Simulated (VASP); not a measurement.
**The easy axis of CrCoOs2**

Aim: the energy of CrCoOs2 with the moments along several directions. The cell is invented: it takes the structure of COD entry 1525473, CrCoPt2 (space group 123 there), with some of its atoms replaced by other elements, volume scaled by an estimate. It may not be a known or stable phase.

Method: PBE, DFT+U (Co d 6 eV, Cr d 5 eV), spin-polarised from a ferromagnetic start; plane waves and PAW (Os, Co, Cr), in the first sound run; inputs show where later runs differ, in VASP 6.6.1.

## (1) Starting point

Symmetry: P4/mmm, No. 123, tetragonal system. Conventional cell: a = 3.804 Å, b = 3.804 Å, c = 3.731 Å, α = 90.00°, β = 90.00°, γ = 90.00°. Nearest to Os lie 4 Cr at 2.66 Å and 4 Co at 2.66 Å and 4 Os at 2.69 Å. Nearest to Co lie 8 Os at 2.66 Å and 4 Cr at 2.69 Å. Cr has 8 Os at 2.66 Å and 4 Co at 2.69 Å nearest. It derives from CrCoPt2. It takes the structure of COD entry 1525473, CrCoPt2 (space group 123 there), with some of its atoms replaced by other elements, volume scaled by an estimate. Farther neighbours are not listed.

Structure file:

```xyz
4
Lattice="3.8038 0.0000 0.0000 0.0000 3.8038 0.0000 0.0000 0.0000 3.7311" Properties=species:S:1:pos:R:3 pbc="T T T"
Os    0.0000    1.9019    1.8655
Os    1.9019    0.0000    1.8655
Co    1.9019    1.9019    0.0000
Cr    0.0000    0.0000    0.0000
```

## (2) Relax from a ferromagnetic start

All later runs share one geometry, relaxed here from a start with parallel moments; where they turned over, the text says so.

Input file INCAR:

```
SYSTEM = CrCoOs2
PREC = Accurate
ENCUT = 350
EDIFF = 1E-05
NELM = 120
ISMEAR = 0
SIGMA = 0.05
LREAL = .FALSE.
ALGO = Normal
GGA = PE
NBANDS = 23
ISPIN = 2
MAGMOM = 0 0 2 3
LDAU = .TRUE.
LDAUTYPE = 2
LDAUL = -1 2 2
LDAUU = 0 6 5
LDAUJ = 0 0 0
LDAUPRINT = 1
LASPH = .TRUE.
LMAXMIX = 4
LORBIT = 11
LWAVE = .FALSE.
LCHARG = .FALSE.
KPAR = 4
IBRION = 2
NSW = 40
ISIF = 3
EDIFFG = -0.03
POTIM = 0.4
```

Input file POSCAR:

```
CrCoOs2
1.0
    3.8037830000      0.0000000000      0.0000000000
    0.0000000000      3.8037830000      0.0000000000
    0.0000000000      0.0000000000      3.7310740000
Os Co Cr
2 1 1
Direct
    0.0000000000      0.5000000000      0.5000000000
    0.5000000000      0.0000000000      0.5000000000
    0.5000000000      0.5000000000      0.0000000000
    0.0000000000      0.0000000000      0.0000000000
```

Input file KPOINTS:

```
Automatic mesh
0
Gamma
6 6 6
0 0 0
```

PAW data sets: Os, Co and Cr (PBE family, release 64).

The run is started by

```sh
$ mpirun -np 4 vasp_std
```

Log:

```text
[banner, memory and clock lines left out]
running    4 mpi-ranks, on    1 nodes
 distrk:  each k-point on    1 cores,    4 groups
 distr:  one band on    1 cores,    1 groups

 POSCAR found type information on POSCAR OsCoCr
 POSCAR found :  3 types and       4 ions
 LDA part: xc-table for (Slater+PW92), standard interpolation
 POSCAR, INCAR and KPOINTS ok, starting setup
 FFT: planning ... GRIDC
 FFT: planning ... GRID_SOFT
 FFT: planning ... GRID
 WAVECAR not read
 entering main loop
       N       E                     dE             d eps       ncg     rms          rms(c)
DAV:   1     0.181241519260E+03    0.18124E+03   -0.10829E+04  3816   0.113E+03
DAV:   2    -0.123675688817E+02   -0.19361E+03   -0.18147E+03  3799   0.307E+02
DAV:   3    -0.304204198835E+02   -0.18053E+02   -0.16280E+02  4962   0.975E+01
DAV:   4    -0.312829696037E+02   -0.86255E+00   -0.83918E+00  4339   0.235E+01
DAV:   5    -0.313069854759E+02   -0.24016E-01   -0.23981E-01  5034   0.362E+00    0.248E+01
DAV:   6    -0.332876741900E+02   -0.19807E+01   -0.32727E+01  4998   0.834E+01    0.267E+01
DAV:   7    -0.285740473369E+02    0.47136E+01   -0.20706E+01  5581   0.829E+01    0.896E+00
DAV:   8    -0.291303345037E+02   -0.55629E+00   -0.50021E+00  5524   0.212E+01    0.814E+00
DAV:   9    -0.290015313776E+02    0.12880E+00   -0.66305E-01  5471   0.155E+01    0.510E+00
DAV:  10    -0.293392106442E+02   -0.33768E+00   -0.35311E-01  5740   0.683E+00    0.413E+00
DAV:  11    -0.297894385367E+02   -0.45023E+00   -0.10639E+00  6450   0.805E+00    0.424E+00
DAV:  12    -0.299076258497E+02   -0.11819E+00   -0.26698E-01  5506   0.633E+00    0.316E+00
DAV:  13    -0.299921980753E+02   -0.84572E-01   -0.18842E-01  5206   0.590E+00    0.195E+00
DAV:  14    -0.300986658566E+02   -0.10647E+00   -0.31477E-01  5675   0.705E+00    0.129E+00
DAV:  15    -0.301121359792E+02   -0.13470E-01   -0.42047E-02  4842   0.219E+00    0.775E-01
DAV:  16    -0.301143255548E+02   -0.21896E-02   -0.20804E-02  5931   0.211E+00    0.262E-01
DAV:  17    -0.301157141040E+02   -0.13885E-02   -0.56553E-03  5070   0.912E-01    0.177E-01
DAV:  18    -0.301158181604E+02   -0.10406E-03   -0.45357E-04  4743   0.241E-01    0.984E-02
DAV:  19    -0.301162315112E+02   -0.41335E-03   -0.34397E-04  5424   0.200E-01    0.609E-02
DAV:  20    -0.301163058575E+02   -0.74346E-04   -0.19632E-04  5390   0.183E-01    0.255E-02
DAV:  21    -0.301163071864E+02   -0.13289E-05   -0.29946E-05  3345   0.826E-02
   1 F= -.30116307E+02 E0= -.30114321E+02  d E =-.301163E+02  mag=     4.6354
 curvature:   0.00 expect dE= 0.000E+00 dE for cont linesearch  0.000E+00
 trial: gam= 0.00000 g(F)=  0.000E+00 g(S)=  0.539E+00 ort = 0.000E+00 (trialstep = 0.100E+01)
 search vector abs. value=  0.539E+00
 bond charge predicted
       N       E                     dE             d eps       ncg     rms          rms(c)
DAV:   1    -0.330061672815E+02   -0.28899E+01   -0.64183E+01  3872   0.982E+01    0.149E+01
DAV:   2    -0.313261031101E+02    0.16801E+01   -0.19258E+01  4610   0.815E+01    0.132E+01
DAV:   3    -0.302776312510E+02    0.10485E+01   -0.10471E+01  5148   0.699E+01    0.604E+00
DAV:   4    -0.301857877325E+02    0.91844E-01   -0.19567E+00  5160   0.241E+01    0.427E+00
DAV:   5    -0.301171323818E+02    0.68655E-01   -0.37689E-01  5147   0.924E+00    0.221E+00
DAV:   6    -0.301003848475E+02    0.16748E-01   -0.69578E-02  5325   0.474E+00    0.131E+00
DAV:   7    -0.300939061717E+02    0.64787E-02   -0.32946E-02  5496   0.190E+00    0.450E-01
DAV:   8    -0.300932698794E+02    0.63629E-03   -0.77161E-03  5010   0.134E+00    0.179E-01
DAV:   9    -0.300933031613E+02   -0.33282E-04   -0.15843E-03  5642   0.365E-01    0.130E-01
DAV:  10    -0.300934396493E+02   -0.13649E-03   -0.27319E-04  4852   0.247E-01    0.722E-02
DAV:  11    -0.300934512789E+02   -0.11630E-04   -0.65682E-05  5026   0.986E-02    0.214E-02
DAV:  12    -0.300934554353E+02   -0.41564E-05   -0.15080E-05  2690   0.484E-02
   2 F= -.30093455E+02 E0= -.30090853E+02  d E =0.228518E-01  mag=     4.4759
[...]
3 F= -.30234275E+02 E0= -.30231845E+02  d E =-.117968E+00  mag=     4.5831
[...]
4 F= -.30258788E+02 E0= -.30256112E+02  d E =-.245131E-01  mag=     4.5865
[...]
5 F= -.30278261E+02 E0= -.30275651E+02  d E =-.439860E-01  mag=     4.6419
[...]
6 F= -.30278382E+02 E0= -.30275801E+02  d E =-.441063E-01  mag=     4.6344
[...]
7 F= -.30278370E+02 E0= -.30275779E+02  d E =-.440945E-01  mag=     4.6364
[...]
8 F= -.30277810E+02 E0= -.30275246E+02  d E =0.559827E-03  mag=     4.6297
 trial-energy change:    0.000560  1 .order    0.000302   -0.001183    0.001787
 step:   0.3606(harm=  0.4937)  dis= 0.00000  next Energy=   -30.278536 (dE=-0.166E-03)
 bond charge predicted
       N       E                     dE             d eps       ncg     rms          rms(c)
DAV:   1    -0.302835012752E+02   -0.56911E-02   -0.10497E-01  3859   0.374E+00    0.626E-01
DAV:   2    -0.302812133815E+02    0.22879E-02   -0.41034E-02  4498   0.440E+00    0.574E-01
DAV:   3    -0.302786195711E+02    0.25938E-02   -0.14126E-02  4784   0.302E+00    0.198E-01
DAV:   4    -0.302786291462E+02   -0.95751E-05   -0.17231E-03  5052   0.609E-01    0.108E-01
DAV:   5    -0.302785465218E+02    0.82624E-04   -0.36400E-04  5165   0.315E-01    0.640E-02
DAV:   6    -0.302785305579E+02    0.15964E-04   -0.58241E-05  4270   0.132E-01    0.325E-02
DAV:   7    -0.302785261467E+02    0.44112E-05   -0.36622E-05  2994   0.553E-02
   9 F= -.30278526E+02 E0= -.30275937E+02  d E =-.156331E-03  mag=     4.6356
 curvature:  -0.29 expect dE=-0.883E-05 dE for cont linesearch -0.170E-05
 trial: gam=-0.10643 g(F)=  0.243E-61 g(S)=  0.306E-04 ort = 0.825E-04 (trialstep = 0.106E+01)
 search vector abs. value=  0.261E-04
 reached required accuracy - stopping structural energy minimisation
```

Run time: 2.5 min. Hardware: 4 MPI ranks of AMD EPYC 7R43, shared host; peak memory 0.59 GiB; 10 min of CPU time.

Lines that name or quote the potential files are left out of all logs, and their timing lines are given in words.

From OUTCAR (step 2):

```text
ion  position               nearest neighbor table
   1  0.000  0.500  0.500-   3 2.66   4 2.66   3 2.66   4 2.66   4 2.66   4 2.66   3 2.66   3 2.66
                             2 2.69   2 2.69   2 2.69   2 2.69
   2  0.500  0.000  0.500-   3 2.66   4 2.66   3 2.66   4 2.66   3 2.66   3 2.66   4 2.66   4 2.66
                             1 2.69   1 2.69   1 2.69   1 2.69
   3  0.500  0.500  0.000-   1 2.66   2 2.66   1 2.66   2 2.66   2 2.66   2 2.66   1 2.66   1 2.66
                             4 2.69   4 2.69   4 2.69   4 2.69
   4  0.000  0.000  0.000-   1 2.66   2 2.66   1 2.66   2 2.66   1 2.66   1 2.66   2 2.66   2 2.66
                             3 2.69   3 2.69   3 2.69   3 2.69

  LATTYP: Found a simple tetragonal cell.
 ALAT       =     3.8037830000
 C/A-ratio  =     0.9808850820

 Subroutine GETGRP returns: Found 16 space group operations
 (whereof 16 operations were pure point group operations)

The static configuration has the point symmetry D_4h.

 Found     40 irreducible k-points:

   k-points           NKPTS =     40   k-points in BZ     NKDIM =     40   number of bands    NBANDS=     23

   dimension x,y,z NGX =    24 NGY =   24 NGZ =   24
   dimension x,y,z NGXF=    48 NGYF=   48 NGZF=   48

   ENCUT  =  350.0 eV  25.72 Ry    5.07 a.u.   5.80  5.80  5.69*2*pi/ulx,y,z

   NELECT =      31.0000    total number of electrons

 k-points in reciprocal lattice and weights: Automatic mesh
   0.00000000  0.00000000  0.00000000       0.005
   0.16666667  0.00000000  0.00000000       0.019
   0.33333333  0.00000000  0.00000000       0.019
   0.50000000  0.00000000  0.00000000       0.009
   0.16666667  0.16666667  0.00000000       0.019
   0.33333333  0.16666667  0.00000000       0.037
   0.50000000  0.16666667  0.00000000       0.019
   0.33333333  0.33333333  0.00000000       0.019
   0.50000000  0.33333333  0.00000000       0.019
[...]
0.50000000  0.33333333  0.50000000       0.019
   0.50000000  0.50000000  0.50000000       0.005

atom =   3  type =  2  l = 2

 onsite density matrix

spin component  1

  0.9459 -0.0000 -0.0000 -0.0000  0.0000
 -0.0000  0.9052  0.0000  0.0000 -0.0000
 -0.0000  0.0000  0.9658 -0.0000 -0.0000
 -0.0000  0.0000 -0.0000  0.9052 -0.0000
  0.0000 -0.0000 -0.0000 -0.0000  0.9455

spin component  2

  0.9265 -0.0000 -0.0000 -0.0000 -0.0000
 -0.0000  0.8178 -0.0000  0.0000  0.0000
 -0.0000 -0.0000  0.0344  0.0000  0.0000
 -0.0000  0.0000  0.0000  0.8178 -0.0000
 -0.0000  0.0000  0.0000 -0.0000  0.0474

 occupancies and eigenvectors

  o =  0.0344  v =  0.0000  0.0000  0.0000  0.0000  0.0000  0.0000  0.0000  1.0000 -0.0000 -0.0000      0.0000  0.0000  0.0000  0.0000  0.0000  0.0000  0.0000  0.0000  0.0000  0.0000
  o =  0.0474  v =  0.0000  0.0000  0.0000  0.0000  0.0000  0.0000  0.0000 -0.0000 -0.0000 -1.0000      0.0000  0.0000  0.0000  0.0000  0.0000  0.0000  0.0000  0.0000  0.0000  0.0000
  o =  0.8178  v =  0.0000  0.0000  0.0000  0.0000  0.0000  0.0000 -0.5526  0.0000  0.8334 -0.0000      0.0000  0.0000  0.0000  0.0000  0.0000  0.0000  0.0000  0.0000  0.0000  0.0000
  o =  0.8178  v =  0.0000  0.0000  0.0000  0.0000  0.0000  0.0000  0.8334 -0.0000  0.5526  0.0000      0.0000  0.0000  0.0000  0.0000  0.0000  0.0000  0.0000  0.0000  0.0000  0.0000
  o =  0.9052  v =  0.0000 -0.1597 -0.0000 -0.9872 -0.0000  0.0000  0.0000  0.0000  0.0000  0.0000      0.0000  0.0000  0.0000  0.0000  0.0000  0.0000  0.0000  0.0000  0.0000  0.0000
  o =  0.9052  v =  0.0000  0.9872  0.0000 -0.1597 -0.0000  0.0000  0.0000  0.0000  0.0000  0.0000      0.0000  0.0000  0.0000  0.0000  0.0000  0.0000  0.0000  0.0000  0.0000  0.0000
  o =  0.9265  v =  0.0000  0.0000  0.0000  0.0000  0.0000  1.0000  0.0000  0.0000  0.0000  0.0000      0.0000  0.0000  0.0000  0.0000  0.0000  0.0000  0.0000  0.0000  0.0000  0.0000
  o =  0.9455  v =  0.0000 -0.0000 -0.0000  0.0000 -1.0000  0.0000  0.0000  0.0000  0.0000  0.0000      0.0000  0.0000  0.0000  0.0000  0.0000  0.0000  0.0000  0.0000  0.0000  0.0000
  o =  0.9459  v =  1.0000  0.0000  0.0000  0.0000  0.0000  0.0000  0.0000  0.0000  0.0000  0.0000      0.0000  0.0000  0.0000  0.0000  0.0000  0.0000  0.0000  0.0000  0.0000  0.0000
  o =  0.9658  v =  0.0000  0.0000 -1.0000  0.0000  0.0000  0.0000  0.0000  0.0000  0.0000  0.0000      0.0000  0.0000  0.0000  0.0000  0.0000  0.0000  0.0000  0.0000  0.0000  0.0000

atom =   4  type =  3  l = 2

 onsite density matrix

spin component  1

  0.9118  0.0000  0.0000  0.0000  0.0000
  0.0000  0.7139  0.0000  0.0000 -0.0000
  0.0000  0.0000  0.9310  0.0000  0.0000
  0.0000  0.0000  0.0000  0.7139  0.0000
  0.0000 -0.0000  0.0000  0.0000  0.8233

spin component  2

  0.0407  0.0000  0.0000 -0.0000 -0.0000
  0.0000  0.0807  0.0000  0.0000  0.0000
  0.0000  0.0000  0.0494 -0.0000 -0.0000
 -0.0000  0.0000 -0.0000  0.0807 -0.0000
 -0.0000  0.0000 -0.0000 -0.0000  0.0527

 occupancies and eigenvectors

  o =  0.0407  v =  0.0000  0.0000  0.0000  0.0000  0.0000  1.0000  0.0000  0.0000  0.0000  0.0000      0.0000  0.0000  0.0000  0.0000  0.0000  0.0000  0.0000  0.0000  0.0000  0.0000
  o =  0.0494  v =  0.0000  0.0000  0.0000  0.0000  0.0000  0.0000 -0.0000 -1.0000 -0.0000 -0.0000      0.0000  0.0000  0.0000  0.0000  0.0000  0.0000  0.0000  0.0000  0.0000  0.0000
  o =  0.0527  v =  0.0000  0.0000  0.0000  0.0000  0.0000  0.0000 -0.0000 -0.0000 -0.0000  1.0000      0.0000  0.0000  0.0000  0.0000  0.0000  0.0000  0.0000  0.0000  0.0000  0.0000
  o =  0.0807  v =  0.0000  0.0000  0.0000  0.0000  0.0000  0.0000 -0.0938 -0.0000 -0.9956 -0.0000      0.0000  0.0000  0.0000  0.0000  0.0000  0.0000  0.0000  0.0000  0.0000  0.0000
  o =  0.0807  v =  0.0000  0.0000  0.0000  0.0000  0.0000  0.0000 -0.9956  0.0000  0.0938 -0.0000      0.0000  0.0000  0.0000  0.0000  0.0000  0.0000  0.0000  0.0000  0.0000  0.0000
  o =  0.7139  v =  0.0000 -0.9502 -0.0000 -0.3116  0.0000  0.0000  0.0000  0.0000  0.0000  0.0000      0.0000  0.0000  0.0000  0.0000  0.0000  0.0000  0.0000  0.0000  0.0000  0.0000
  o =  0.7139  v =  0.0000  0.3116 -0.0000 -0.9502 -0.0000  0.0000  0.0000  0.0000  0.0000  0.0000      0.0000  0.0000  0.0000  0.0000  0.0000  0.0000  0.0000  0.0000  0.0000  0.0000
  o =  0.8233  v =  0.0000  0.0000 -0.0000 -0.0000  1.0000  0.0000  0.0000  0.0000  0.0000  0.0000      0.0000  0.0000  0.0000  0.0000  0.0000  0.0000  0.0000  0.0000  0.0000  0.0000
  o =  0.9118  v =  1.0000  0.0000  0.0000  0.0000  0.0000  0.0000  0.0000  0.0000  0.0000  0.0000      0.0000  0.0000  0.0000  0.0000  0.0000  0.0000  0.0000  0.0000  0.0000  0.0000
  o =  0.9310  v =  0.0000  0.0000 -1.0000  0.0000 -0.0000  0.0000  0.0000  0.0000  0.0000  0.0000      0.0000  0.0000  0.0000  0.0000  0.0000  0.0000  0.0000  0.0000  0.0000  0.0000

 average (electrostatic) potential at core
       1 -44.5144       2 -44.5144       3 -80.5871       4 -40.0038

 E-fermi :   7.6860

 spin component 1
 k-point     1 :       0.0000    0.0000    0.0000
  band No.  band energies     occupation
    ...
     10       4.5928      1.00000
     11       4.5928      1.00000
     12       4.8011      1.00000
     13       6.0990      1.00000
     14       6.6591      1.00000
     15       7.9080      0.00000
     16       7.9080      0.00000
     17       8.7981      0.00000
     18       9.1333      0.00000
     19       9.4703      0.00000
    ...

 k-point     2 :       0.1667    0.0000    0.0000
  band No.  band energies     occupation
    ...
     11       4.6519      1.00000
     12       4.7699      1.00000
     13       5.7328      1.00000
     14       6.6103      1.00000
     15       7.0865      1.00000
     16       7.8366      0.00001
     17       8.0823      0.00000
     18       8.0934      0.00000
     19       9.1663      0.00000
     20       9.3292      0.00000
    ...

 k-point     3 :       0.3333    0.0000    0.0000
  band No.  band energies     occupation
    ...
     14       6.0524      1.00000
     15       6.1465      1.00000
     16       7.0520      1.00000
     17       7.3237      1.00000
     18       7.6044      0.98957
     19       7.6905      0.44980
     20       8.1175      0.00000
     21       8.1500      0.00000
     22       9.3170      0.00000
     23      13.5919      0.00000

 k-point     4 :       0.5000    0.0000    0.0000
  band No.  band energies     occupation
    ...
     17       6.8925      1.00000
     18       7.0615      1.00000
     19       7.1325      1.00000
     20       7.3735      1.00000
     21       7.6173      0.97399
     22       9.2783      0.00000
     23      15.5758      0.00000

 k-point     5 :       0.1667    0.1667    0.0000
  band No.  band energies     occupation
    ...
     12       4.8273      1.00000
     13       5.5778      1.00000
     14       6.3185      1.00000
     15       6.6597      1.00000
     16       7.2617      1.00000
     17       7.7895      0.00172
     18       8.0066      0.00000
     19       8.1265      0.00000
     20       9.0021      0.00000
     21       9.3078      0.00000
    ...

 k-point     6 :       0.3333    0.1667    0.0000
  band No.  band energies     occupation
    ...
     14       5.6336      1.00000
     15       5.9697      1.00000
     16       6.6580      1.00000
     17       7.0590      1.00000
     18       7.2219      1.00000
     19       8.0289      0.00000
     20       8.0605      0.00000
     21       8.9623      0.00000
     22       9.1614      0.00000
     23      13.0048      0.00000

  Total        0.0395898      0.0395898     -0.0059704      0.0000000     -0.0000000      0.0000000
  in kB        1.1073285      1.1073285     -0.1669935      0.0000000     -0.0000000      0.0000000
  external PRESSURE =       0.6825545 kB  Pullay stress =       0.0000000 kB

  energy-cutoff  :      350.00
  volume of cell :       57.28
      direct lattice vectors                 reciprocal lattice vectors
     3.794093820  0.000000000  0.000000000     0.263567547  0.000000000  0.000000000
     0.000000000  3.794093820  0.000000000     0.000000000  0.263567547  0.000000000
     0.000000000 -0.000000000  3.979251885     0.000000000 -0.000000000  0.251303519

 POSITION                                       TOTAL-FORCE (eV/Angst)
 -----------------------------------------------------------------------------------
      0.00000      1.89705      1.98963         0.000000      0.000000      0.000000
      1.89705     -0.00000      1.98963         0.000000     -0.000000      0.000000
      1.89705      1.89705      0.00000         0.000000      0.000000      0.000000
      0.00000     -0.00000      0.00000         0.000000     -0.000000      0.000000
 -----------------------------------------------------------------------------------
    total drift:                                0.000000     -0.000000     -0.000000

  FREE ENERGIE OF THE ION-ELECTRON SYSTEM (eV)
  ---------------------------------------------------
  free  energy   TOTEN  =       -30.2785261467 eV

  energy  without entropy=      -30.2733481411  energy(sigma->0) =      -30.27593714

 reached required accuracy - stopping structural energy minimisation

 total charge
# of ion       s       p       d       tot
------------------------------------------
    1        0.659   0.559   6.012   7.231
    2        0.659   0.559   6.012   7.231
    3        0.422   0.461   7.286   8.170
    4        0.424   0.532   4.369   5.325
--------------------------------------------------
tot          2.165   2.111  23.681  27.956

 magnetization (x)
# of ion       s       p       d       tot
------------------------------------------
    1       -0.039   0.002  -0.675  -0.713
    2       -0.039   0.002  -0.675  -0.713
    3        0.011   0.036   2.021   2.069
    4        0.052   0.065   3.773   3.890
--------------------------------------------------
tot         -0.016   0.104   4.444   4.533

[... 6 further parts left out ...]
```

CONTCAR:

```
CrCoOs2
   1.00000000000000
     3.7940938200000534    0.0000000000000000    0.0000000000000000
     0.0000000000000000    3.7940938200000534    0.0000000000000000
     0.0000000000000000   -0.0000000000000000    3.9792518846732903
  Os              Co              Cr
     2     1     1
Direct
     0.0000000000000000    0.5000000000000000    0.5000000000000000
     0.5000000000000000    0.0000000000000000    0.5000000000000000
     0.5000000000000000    0.5000000000000000    0.0000000000000000
     0.0000000000000000    0.0000000000000000    0.0000000000000000
```

The magnetic state follows from one typed start and may not be the lowest. The k-mesh is coarse for a metal. A U on the itinerant d states of such a compound is hard to justify; it moves the bands at the Fermi level and favours large moments. The data set Cr keeps the semicore shell frozen, which is cheaper and a little less accurate. The run keeps the 16 symmetry operations of its start, so it cannot find a distortion of lower symmetry.

[end of part 1 of 4]

[Lines on the potential files, build, host, timing and source positions are cut from VASP's logs without a mark.]

[Logs are printed without paths, hosts, clocks, repeated set-up lines and the standing remarks that a program may print on its own settings, such as how far it seeks lower states.]

[Hosts, paths, dates, database ids (printed as entryN), source tags and the programs' standing remarks are cut or masked in the printed files.]

[Runs that stopped without an error message from VASP are left out.]

[In band tables of VASP the shares of atoms and orbitals are scaled to a sum of 1 inside the atoms' spheres.]
